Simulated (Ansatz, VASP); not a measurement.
# Co: VASP beside Ansatz, part 2 of 2

Wanted: the spread between two codes on one cell, functional and k mesh. The cell is taken from a series of VASP runs on this material, whose earlier steps may have relaxed, scaled or displaced it; both programs get it as it stands. Valence electrons are named where the data sets of a main pair hold unlike numbers.

VASP 6.6.1 and Ansatz 0.2.0.

So far: The structure; Ansatz: relaxation of cell and atoms, LDA; VASP: relaxation of cell and atoms, LDA.

## Step 3: VASP: relaxation of cell and atoms, LDA (continued)

Level of this step: LDA, spin-polarised from a ferromagnetic start; plane waves and PAW (Co) (VASP).

Numbers of over 12 decimals in the logs are rounded to 6 here.

OUTCAR, selected parts (step 3):

```text
ion  position               nearest neighbor table
   1  0.333  0.667  0.250-   2 2.41   2 2.41   2 2.41   2 2.41   2 2.41   2 2.41
   2  0.667  0.333  0.750-   1 2.41   1 2.41   1 2.41   1 2.41   1 2.41   1 2.41

  LATTYP: Found a hexagonal cell.
 ALAT       =     2.4281495574
 C/A-ratio  =     1.6096216781

 Subroutine GETGRP returns: Found 24 space group operations
 (whereof 12 operations were pure point group operations)

The static configuration has the point symmetry D_3d.
 The point group associated with its full space group is D_6h.

 Found    150 irreducible k-points:

   k-points           NKPTS =    150   k-points in BZ     NKDIM =    150   number of bands    NBANDS=     19

   dimension x,y,z NGX =    18 NGY =   18 NGZ =   30
   dimension x,y,z NGXF=    36 NGYF=   36 NGZF=   60

   ENCUT  =  500.0 eV  36.75 Ry    6.06 a.u.   4.43  4.43  7.13*2*pi/ulx,y,z

   NELECT =      18.0000    total number of electrons

 k-points in reciprocal lattice and weights: Automatic mesh
   0.00000000  0.00000000  0.00000000       0.000
   0.06250000  0.00000000  0.00000000       0.003
   0.12500000  0.00000000  0.00000000       0.003
   0.18750000  0.00000000  0.00000000       0.003
   0.25000000  0.00000000  0.00000000       0.003
   0.31250000  0.00000000  0.00000000       0.003
   0.37500000  0.00000000  0.00000000       0.003
   0.43750000  0.00000000  0.00000000       0.003
   0.50000000  0.00000000  0.00000000       0.001
[...]
0.37500000  0.25000000  0.50000000       0.003
   0.31250000  0.31250000  0.50000000       0.003

 average (electrostatic) potential at core
       1 -77.0443       2 -77.0443

 E-fermi :  11.1476

 spin component 1
 k-point     1 :       0.0000    0.0000    0.0000
  band No.  band energies     occupation
    ...
      8       9.3423      1.00000
      9       9.3423      1.00000
     10      10.6367      1.00000
     11      10.6367      1.00000
     12      11.0985      0.91755
     13      18.4460      0.00000
     14      33.7765      0.00000
     15      37.0777      0.00000
     16      37.0777      0.00000
     17      37.1382      0.00000
    ...

 k-point     2 :       0.0625    0.0000    0.0000
  band No.  band energies     occupation
    ...
      7       9.0234      1.00000
      8       9.2554      1.00000
      9       9.2944      1.00000
     10       9.9022      1.00000
     11      10.6581      1.00000
     12      12.0119      0.00000
     13      18.4643      0.00000
     14      32.9226      0.00000
     15      35.0321      0.00000
     16      35.4936      0.00000
    ...

 k-point     3 :       0.1250    0.0000    0.0000
  band No.  band energies     occupation
    ...
      7       8.9852      1.00000
      8       9.1669      1.00000
      9       9.2112      1.00000
     10       9.4195      1.00000
     11      10.7102      1.00000
     12      13.2457      0.00000
     13      18.5260      0.00000
     14      30.3613      0.00000
     15      33.5338      0.00000
     16      34.0776      0.00000
    ...

 k-point     4 :       0.1875    0.0000    0.0000
  band No.  band energies     occupation
    ...
      7       9.2053      1.00000
      8       9.2298      1.00000
      9       9.2574      1.00000
     10       9.5008      1.00000
     11      10.7709      1.00000
     12      14.5991      0.00000
     13      18.6474      0.00000
     14      27.4366      0.00000
     15      31.7141      0.00000
     16      33.4162      0.00000
    ...

 k-point     5 :       0.2500    0.0000    0.0000
  band No.  band energies     occupation
    ...
      7       9.0652      1.00000
      8       9.6173      1.00000
      9       9.6417      1.00000
     10       9.8582      1.00000
     11      10.8246      1.00000
     12      16.0535      0.00000
     13      18.8291      0.00000
     14      24.6341      0.00000
     15      30.0906      0.00000
     16      32.2079      0.00000
    ...

 k-point     6 :       0.3125    0.0000    0.0000
  band No.  band energies     occupation
    ...
      7       8.9126      1.00000
      8      10.0518      1.00000
      9      10.1819      1.00000
     10      10.2388      1.00000
     11      10.8651      1.00000
     12      17.5920      0.00000
     13      18.8981      0.00000
     14      22.2860      0.00000
     15      28.7144      0.00000
     16      29.8408      0.00000
    ...

  Total        0.0044487      0.0044487      0.0055176     -0.0000000     -0.0000000      0.0000000
  in kB        0.3571633      0.3571633      0.4429790     -0.0000000     -0.0000000      0.0000000
  external PRESSURE =       0.3857685 kB  Pullay stress =       0.0000000 kB

  energy-cutoff  :      500.00
  volume of cell :       19.96
      direct lattice vectors                 reciprocal lattice vectors
     2.428149557  0.000000000  0.000000000     0.411836247  0.237773768  0.000000000
    -1.214074779  2.102839201  0.000000000     0.000000000  0.475547536  0.000000000
     0.000000000  0.000000000  3.908402165     0.000000000  0.000000000  0.255859033

 POSITION                                       TOTAL-FORCE (eV/Angst)
 -----------------------------------------------------------------------------------
     -0.00000      1.40189      0.97710         0.000000      0.000000      0.000000
      1.21407      0.70095      2.93130        -0.000000     -0.000000      0.000000
 -----------------------------------------------------------------------------------
    total drift:                                0.000000     -0.000000     -0.000000

  FREE ENERGIE OF THE ION-ELECTRON SYSTEM (eV)
  ---------------------------------------------------
  free  energy   TOTEN  =       -16.2534114540 eV

  energy  without entropy=      -16.2514383419  energy(sigma->0) =      -16.25242490

 reached required accuracy - stopping structural energy minimisation

 total charge
# of ion       s       p       d       tot
------------------------------------------
    1        0.525   0.593   7.340   8.458
    2        0.525   0.593   7.340   8.458
--------------------------------------------------
tot          1.050   1.185  14.681  16.916

 magnetization (x)
# of ion       s       p       d       tot
------------------------------------------
    1       -0.013  -0.040   1.551   1.498
    2       -0.013  -0.040   1.551   1.498
--------------------------------------------------
tot         -0.027  -0.079   3.102   2.996

[... 6 further parts left out ...]
```

CONTCAR:

```
Co
   1.00000000000000
     2.4281495573999998    0.0000000000000000    0.0000000000000000
    -1.2140747786999999    2.1028392011000001    0.0000000000000000
     0.0000000000000000    0.0000000000000000    3.9084021652000001
  Co
     2
Direct
     0.3333333300000021    0.6666666699999979    0.2500000000000000
     0.6666666699999979    0.3333333300000021    0.7500000000000000
```

The magnetic state follows from one typed start and may not be the lowest. The run keeps the 24 symmetry operations of its start, so it cannot find a distortion of lower symmetry.

## Step 4: Differences

Known differences besides the potentials themselves: the two LDA forms differ slightly; both relaxations stop at a tolerance, which leaves soft axes loose, and VASP keeps its plane-wave basis; the data sets hold 34 valence electrons in Ansatz (on its default PAW (the set named soft_2) files) and 18 in VASP; the cutoff is 420 eV in Ansatz and 500 eV in VASP; VASP's log shows a relativistic correction to its local exchange, Ansatz's none; Ansatz adds a Pulay correction to the stress that steers its cell, VASP none; site moments are counted in spheres of each program's own size. Total energies have different zeros and are not compared.

The two programs side by side:

```csv
quantity,Ansatz,VASP,difference
volume (Å³),20.03,19.96,+0.39 %
"edge a after relaxation, in the typed setting (Å)",2.430,2.428,+0.10 %
"edge c after relaxation, in the typed setting (Å)",3.916,3.908,+0.20 %
total moment (μB),3.05,3.01,+0.04
moment on Co1 (μB),1.57,1.50,+0.07
moment on Co2 (μB),1.57,1.50,+0.07
```

The walks stopped with 0.02 GPa left in Ansatz and 0.04 GPa in VASP; each walk ends within a tolerance, so the volume difference is uncertain by about these residues over the bulk modulus, most in soft cells.

## Step 5: Outcome

* difference in volume (relaxation of cell and atoms, LDA): 0.39 %

In words: The difference in volume is 0.39 % (relaxation of cell and atoms, LDA), within the 1.2 % picked in this series as the mark of a large difference, as far as the stopping tolerances let one tell. The data sets hold unlike numbers of valence electrons (34 in Ansatz and 18 in VASP), so part of the differences comes from the potentials. Such differences can come from data sets, numerical settings and the points named under the comparisons, not from the functional's error against experiment.

[Lines on the potential files, build, host, timing and source positions are cut from VASP's logs without a mark.]

[Logs are printed without paths, hosts, clocks, repeated set-up lines and the standing remarks that a program may print on its own settings, such as how far it seeks lower states.]

[Hosts, paths, dates, database ids (printed as entryN), source tags and the programs' standing remarks are cut or masked in the printed files.]
